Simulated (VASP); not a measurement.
CdSe (zinc blende):

```xyz
2
Lattice="0.0000 3.0250 3.0250 3.0250 0.0000 3.0250 3.0250 3.0250 0.0000" Properties=species:S:1:pos:R:3 pbc="T T T"
Cd     0.0000     0.0000     0.0000
Se     1.5125     1.5125     1.5125
```

The lowest empty band near Γ, direction [111], from mBJ (TB09) with spin-orbit coupling in VASP (PAW); its two spin partners are averaged. The gap over the points computed is 1.87 eV, and the next band on that side lies 4.53 eV away at the edge.

Settings: 400 eV cut-off, 9×9×9 Γ-centred mesh, Gaussian smearing of 0.050 eV, potentials Cd Se.

```
distance from the edge in k (1/Å)  distance in energy (meV)
---------------------------------  ------------------------
0.012                                                   3.3
0.018                                                   7.4
0.025                                                  14.1
0.035                                                  27.4
0.050                                                  55.0
0.070                                                 104.5
```

### Question
Fit E(1 + αE) = ħ²k²/2m* (ħ²/2m0 = 3.810 eV Å²) and predict the row at 0.095 1/Å.

### Answer
Least squares on the energies gives the electron mass m* = 0.167 m0 and α = 0.66 per eV, and so 183.6 meV. The run gave 183.3 meV, -0.3 meV from the fit.

Left out are points under 3 meV from the edge, since the levels carry 0.1 meV, and points farther than half the way to the next band.

The compound is CdSe in the zinc blende structure, whereas wurtzite is the usual form. The cell was not relaxed at this level.
